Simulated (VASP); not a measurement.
# ZrC: Zr into a neighbouring Zr vacancy

Aim: the barrier for one hop in ZrC: Zr into a neighbouring Zr vacancy. The start is a cell from a database of measured crystal structures.

Calculated with VASP 6.6.1; PBE; plane waves and PAW (Zr_sv, C).

The database entry behind the starting cell differs from later determinations by our own check (an axis about 0.7 % long against later determinations), so it need not match the best structure at ambient conditions.

## 1. The host crystal

Symmetry: Fm-3m, No. 225, cubic system. Conventional cell: a = 4.730 Å, b = 4.730 Å, c = 4.730 Å, α = 90.00°, β = 90.00°, γ = 90.00°. Nearest to Zr lie 6 C at 2.37 Å. Nearest to C lie 6 Zr at 2.37 Å. Farther neighbours are not listed.

## 2. Relax the host

The later steps need the crystal at this functional's own lattice; a raised cutoff keeps the stress reliable while the cell changes.

Input file INCAR:

```
SYSTEM = ZrC
PREC = Accurate
ENCUT = 520
EDIFF = 1E-06
NELM = 120
ISMEAR = 0
SIGMA = 0.1
LREAL = .FALSE.
ALGO = Normal
GGA = PE
NBANDS = 14
LASPH = .TRUE.
LORBIT = 11
LWAVE = .FALSE.
LCHARG = .FALSE.
KPAR = 5
IBRION = 2
NSW = 40
ISIF = 3
EDIFFG = -0.02
POTIM = 0.4
```

Input file POSCAR:

```
ZrC
1.0
    0.0000000000      2.3650000000      2.3650000000
    2.3650000000      0.0000000000      2.3650000000
    2.3650000000      2.3650000000      0.0000000000
Zr C
1 1
Direct
    0.5000000000      0.5000000000      0.5000000000
    0.0000000000      0.0000000000      0.0000000000
```

Input file KPOINTS:

```
Automatic mesh
0
Gamma
7 7 7
0 0 0
```

The projector-augmented-wave data sets are Zr_sv and C (PBE family, release 64).

Command:

```console
$ mpirun -np 5 vasp_std
```

Output:

```text
[banner, memory and clock lines left out]
running    5 mpi-ranks, on    1 nodes
 distrk:  each k-point on    1 cores,    5 groups
 distr:  one band on    1 cores,    1 groups

 POSCAR found type information on POSCAR ZrC
 POSCAR found :  2 types and       2 ions
|                                                                             |
|           W    W    AA    RRRRR   N    N  II  N    N   GGGG   !!!           |
|           W    W   A  A   R    R  NN   N  II  NN   N  G    G  !!!           |
|           W    W  A    A  R    R  N N  N  II  N N  N  G       !!!           |
|           W WW W  AAAAAA  RRRRR   N  N N  II  N  N N  G  GGG   !            |
|           WW  WW  A    A  R   R   N   NN  II  N   NN  G    G                |
|           W    W  A    A  R    R  N    N  II  N    N   GGGG   !!!           |
|                                                                             |
|     For optimal performance we recommend to set                             |
|       NCORE = 2 up to number-of-cores-per-socket                            |
|     NCORE specifies how many cores store one orbital (NPAR=cpu/NCORE).      |
|     This setting can greatly improve the performance of VASP for DFT.       |
|     The default, NCORE=1 might be grossly inefficient on modern             |
|     multi-core architectures or massively parallel machines. Do your        |
|     Unfortunately you need to use the default for GW and RPA                |
|     calculations (for HF NCORE is supported but not extensively tested      |
|     yet).                                                                   |
|                                                                             |

 LDA part: xc-table for (Slater+PW92), standard interpolation
 POSCAR, INCAR and KPOINTS ok, starting setup
 FFT: planning ... GRIDC
 FFT: planning ... GRID_SOFT
 FFT: planning ... GRID
 WAVECAR not read
 entering main loop
       N       E                     dE             d eps       ncg     rms          rms(c)
DAV:   1     0.103949237151E+03    0.10395E+03   -0.88907E+03   560   0.116E+03
DAV:   2    -0.161213030165E+02   -0.12007E+03   -0.11064E+03   698   0.302E+02
DAV:   3    -0.228158777929E+02   -0.66946E+01   -0.66476E+01   912   0.607E+01
DAV:   4    -0.229499722277E+02   -0.13409E+00   -0.13408E+00   660   0.641E+00
DAV:   5    -0.229521434029E+02   -0.21712E-02   -0.21711E-02   786   0.633E-01    0.196E+01
DAV:   6    -0.196034993897E+02    0.33486E+01   -0.81208E+00   656   0.243E+01    0.686E+00
DAV:   7    -0.194726448420E+02    0.13085E+00   -0.57205E-01   626   0.625E+00    0.594E+00
DAV:   8    -0.194847844723E+02   -0.12140E-01   -0.32320E-01   638   0.475E+00    0.467E+00
DAV:   9    -0.194546320568E+02    0.30152E-01   -0.79468E-02   608   0.219E+00    0.270E-01
DAV:  10    -0.194553275869E+02   -0.69553E-03   -0.33140E-03   756   0.544E-01    0.459E-01
DAV:  11    -0.194550244200E+02    0.30317E-03   -0.10307E-03   614   0.269E-01    0.530E-02
DAV:  12    -0.194550206819E+02    0.37381E-05   -0.18377E-05   712   0.324E-02    0.843E-03
DAV:  13    -0.194550200622E+02    0.61967E-06   -0.69004E-07   424   0.686E-03
   1 F= -.19455020E+02 E0= -.19453561E+02  d E =-.194550E+02
 curvature:   0.00 expect dE= 0.000E+00 dE for cont linesearch  0.000E+00
 trial: gam= 0.00000 g(F)=  0.269E-59 g(S)=  0.116E-01 ort = 0.000E+00 (trialstep = 0.100E+01)
 search vector abs. value=  0.116E-01
 bond charge predicted
       N       E                     dE             d eps       ncg     rms          rms(c)
DAV:   1    -0.195205099210E+02   -0.65489E-01   -0.21591E+00   620   0.150E+01    0.329E+00
DAV:   2    -0.194625254172E+02    0.57985E-01   -0.12376E-01   650   0.402E+00    0.930E-01
DAV:   3    -0.194518422217E+02    0.10683E-01   -0.56616E-02   826   0.173E+00    0.297E-01
DAV:   4    -0.194531872875E+02   -0.13451E-02   -0.20915E-03   938   0.322E-01    0.274E-01
DAV:   5    -0.194544611762E+02   -0.12739E-02   -0.10477E-03   886   0.187E-01    0.305E-02
DAV:   6    -0.194545676503E+02   -0.10647E-03   -0.26910E-04   946   0.112E-01    0.228E-02
DAV:   7    -0.194545743390E+02   -0.66887E-05   -0.82233E-06   572   0.334E-02    0.387E-03
DAV:   8    -0.194545746472E+02   -0.30823E-06   -0.21426E-07   406   0.488E-03
   2 F= -.19454575E+02 E0= -.19453337E+02  d E =0.445415E-03
 trial-energy change:    0.000445  1 .order    0.000561   -0.011585    0.012708
 step:   0.4840(harm=  0.4769)  dis= 0.00000  next Energy=   -19.457837 (dE=-0.282E-02)
 bond charge predicted
       N       E                     dE             d eps       ncg     rms          rms(c)
DAV:   1    -0.194750637798E+02   -0.20489E-01   -0.57119E-01   614   0.777E+00    0.168E+00
DAV:   2    -0.194601639122E+02    0.14900E-01   -0.36135E-02   662   0.216E+00    0.482E-01
DAV:   3    -0.194572085306E+02    0.29554E-02   -0.13719E-02   836   0.855E-01    0.128E-01
DAV:   4    -0.194575235797E+02   -0.31505E-03   -0.71936E-04   920   0.194E-01    0.142E-01
DAV:   5    -0.194578046524E+02   -0.28107E-03   -0.17531E-04   902   0.809E-02    0.308E-02
DAV:   6    -0.194578552087E+02   -0.50556E-04   -0.12972E-04   904   0.695E-02    0.122E-02
DAV:   7    -0.194578549117E+02    0.29707E-06   -0.21440E-06   548   0.161E-02
   3 F= -.19457855E+02 E0= -.19456500E+02  d E =-.283485E-02
 curvature:  -0.24 expect dE=-0.149E-07 dE for cont linesearch -0.149E-07
 trial: gam= 0.00000 g(F)=  0.722E-59 g(S)=  0.626E-07 ort =-0.269E-04 (trialstep = 0.897E+00)
 search vector abs. value=  0.627E-07
 reached required accuracy - stopping structural energy minimisation
```

The job ended after 7.4 s (5 MPI ranks of Intel Xeon Platinum 8488C (Sapphire Rapids), shared host; peak memory 0.8 GiB; 32 s of CPU time).

Lines that name or quote the potential files are left out of all logs, and their timing lines are given in words.

Parts of OUTCAR (step 2):

```text
ion  position               nearest neighbor table
   1  0.500  0.500  0.500-   2 2.37   2 2.37   2 2.37   2 2.37   2 2.37   2 2.37
   2  0.000  0.000  0.000-   1 2.37   1 2.37   1 2.37   1 2.37   1 2.37   1 2.37

  LATTYP: Found a face centered cubic cell.
 ALAT       =     4.7300000000

 Subroutine GETGRP returns: Found 48 space group operations
 (whereof 48 operations were pure point group operations)

The static configuration has the point symmetry O_h .

 Found     20 irreducible k-points:

   k-points           NKPTS =     20   k-points in BZ     NKDIM =     20   number of bands    NBANDS=     14

   dimension x,y,z NGX =    28 NGY =   28 NGZ =   28
   dimension x,y,z NGXF=    56 NGYF=   56 NGZF=   56

   ENCUT  =  520.0 eV  38.22 Ry    6.18 a.u.   6.22  6.22  6.22*2*pi/ulx,y,z

   NELECT =      16.0000    total number of electrons

 k-points in reciprocal lattice and weights: Automatic mesh
   0.00000000  0.00000000  0.00000000       0.003
   0.14285714  0.00000000  0.00000000       0.023
   0.28571429  0.00000000  0.00000000       0.023
   0.42857143  0.00000000  0.00000000       0.023
   0.14285714  0.14285714  0.00000000       0.017
   0.28571429  0.14285714  0.00000000       0.070
   0.42857143  0.14285714  0.00000000       0.070
  -0.42857143  0.14285714  0.00000000       0.070
  -0.28571429  0.14285714  0.00000000       0.070
[...]
-0.42857143  0.42857143  0.14285714       0.070
  -0.28571429  0.42857143  0.14285714       0.070

 average (electrostatic) potential at core
       1 -73.3736       2 -44.1237

 E-fermi :   9.4903

 k-point     1 :       0.0000    0.0000    0.0000
  band No.  band energies     occupation
      1     -38.5887      2.00000
      2     -16.3032      2.00000
      3     -16.3032      2.00000
      4     -16.3032      2.00000
      5      -1.7408      2.00000
      6      10.4781      0.00000
      7      10.4781      0.00000
      8      10.4781      0.00000
      9      10.6327      0.00000
     10      10.6327      0.00000
    ...

 k-point     2 :       0.1429    0.0000    0.0000
  band No.  band energies     occupation
    ...
      4     -16.3179      2.00000
      5      -1.2961      2.00000
      6       8.5065      2.00000
      7       8.9433      2.00000
      8       8.9433      2.00000
      9      11.2365      0.00000
     10      11.2365      0.00000
     11      11.6909      0.00000
     12      14.2039      0.00000
     13      14.2039      0.00000
    ...

 k-point     3 :       0.2857    0.0000    0.0000
  band No.  band energies     occupation
    ...
      4     -16.3508      2.00000
      5      -0.1757      2.00000
      6       6.2839      2.00000
      7       7.4924      2.00000
      8       7.4924      2.00000
      9      12.4404      0.00000
     10      12.4404      0.00000
     11      12.5800      0.00000
     12      16.9588      0.00000
     13      16.9588      0.00000
    ...

  Total        0.0010398      0.0010398      0.0010398     -0.0000000      0.0000000     -0.0000000
  in kB        0.0637690      0.0637690      0.0637690     -0.0000000      0.0000000     -0.0000000
  external PRESSURE =       0.0637690 kB  Pullay stress =       0.0000000 kB

  energy-cutoff  :      520.00
  volume of cell :       26.13
      direct lattice vectors                 reciprocal lattice vectors
     0.000000000  2.355117715  2.355117715    -0.212303613  0.212303613  0.212303613
     2.355117715  0.000000000  2.355117715     0.212303613 -0.212303613  0.212303613
     2.355117715  2.355117715  0.000000000     0.212303613  0.212303613 -0.212303613

 POSITION                                       TOTAL-FORCE (eV/Angst)
 -----------------------------------------------------------------------------------
      2.35512      2.35512      2.35512        -0.000000      0.000000     -0.000000
      0.00000      0.00000      0.00000         0.000000     -0.000000      0.000000
 -----------------------------------------------------------------------------------
    total drift:                                0.000000      0.000000      0.000000

  FREE ENERGIE OF THE ION-ELECTRON SYSTEM (eV)
  ---------------------------------------------------
  free  energy   TOTEN  =       -19.4578549117 eV

  energy  without entropy=      -19.4551454964  energy(sigma->0) =      -19.45650020

 reached required accuracy - stopping structural energy minimisation

 total charge
# of ion       s       p       d       tot
------------------------------------------
    1        2.173   6.041   1.619   9.833
    2        0.885   1.472   0.000   2.357
--------------------------------------------------
tot          3.058   7.513   1.619  12.190

[... 3 further parts left out ...]
```

CONTCAR:

```
ZrC
   1.00000000000000
     0.0000000000000000    2.3551177150270459    2.3551177150270459
     2.3551177150270459    0.0000000000000000    2.3551177150270459
     2.3551177150270459    2.3551177150270459    0.0000000000000000
  Zr              C
     1     1
Direct
     0.5000000000000000    0.5000000000000000    0.5000000000000000
     0.0000000000000000    0.0000000000000000    0.0000000000000000
```

The k-mesh is coarse for a metal. The run keeps the 48 symmetry operations of its start, so it cannot find a distortion of lower symmetry.

The steps of the relaxation:

```tsv
step	energy less that of the first step (eV)	largest force (eV/Å)	pressure (GPa)	volume (Å³)
1	0.0000	0.0000	-2.71	26.46
2	0.0004	0.0000	3.05	25.78
3	-0.0028	0.0000	0.01	26.13
```

```tsv
conventional cell, symmetrised	before	after	change
a (Å)	4.730	4.710	-0.4 %
b (Å)	4.730	4.710	-0.4 %
c (Å)	4.730	4.710	-0.4 %
volume (Å³/atom)	13.23	13.06	-1.2 %
```

The relaxed structure:

```cif
data_structure
_symmetry_space_group_name_H-M 'P 1'
_symmetry_Int_Tables_number 1
_cell_length_a 3.3306
_cell_length_b 3.3306
_cell_length_c 3.3306
_cell_angle_alpha 60.000
_cell_angle_beta 60.000
_cell_angle_gamma 60.000
_cell_volume 26.13
loop_
_atom_site_label
_atom_site_type_symbol
_atom_site_fract_x
_atom_site_fract_y
_atom_site_fract_z
_atom_site_occupancy
Zr1 Zr 0.50000 0.50000 0.50000 1
C2 C 0.00000 0.00000 0.00000 1
```

Numbers from this step:

- electronic cycles: 28
- electrons: 16
- free energy (TOTEN): -19.46 eV
- energy at zero smearing: -19.46 eV
- Fermi energy: 9.490 eV
- labelled metallic, from the levels on this mesh: yes

The run ended after 3 ionic steps, 0.003 eV below its first step, once forces and stress met EDIFFG = -0.02.

(Continued in part 2 of 4.)

[Lines on the potential files, build, host, timing and source positions are cut from VASP's logs without a mark.]

[Logs are printed without paths, hosts, clocks, repeated set-up lines and the standing remarks that a program may print on its own settings, such as how far it seeks lower states.]

[Hosts, paths, dates, database ids (printed as entryN), source tags and the programs' standing remarks are cut or masked in the printed files.]

[Runs that stopped without an error message from VASP are left out.]
